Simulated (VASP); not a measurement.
Consider the following.

```
O2Si
1.0
    4.19376     0.00000     0.00000
    0.00000     4.19376     0.00000
    0.00000     0.00000     2.68416
Si O
2 4
Direct
  0.00000   0.00000   0.00000
  0.50000   0.50000   0.50000
  0.30600   0.30600   0.00000
  0.80600   0.19400   0.50000
  0.19400   0.80600   0.50000
  0.69400   0.69400   0.00000
```

Calculation: PBEsol GGA, VASP's PBE PAW potentials (set 64) (plane waves; VASP 6.6.1). Settings: PREC = Normal, EDIFF = 1E-5, 450 eV cut-off, 7×7×11 Γ-centred mesh, Gaussian smearing of 0.050 eV, potentials Si O.

At this cut-off the stress carries a Pulay error, which pulls relaxed volumes low.

### Question
Predict the energy per atom (σ→0), pressure, band gap (on the k-mesh) with the smallest direct gap where there is one.

### Answer

The band gap (on the k-mesh) is 5.32 eV, the smallest direct gap (on the k-mesh) comes out as 5.32 eV and the energy per atom (σ→0) is -8.167 eV/atom. The pressure comes out as -1.44 GPa.

The compound is SiO2 in the rutile structure, stishovite, a high-pressure form. It was relaxed first.
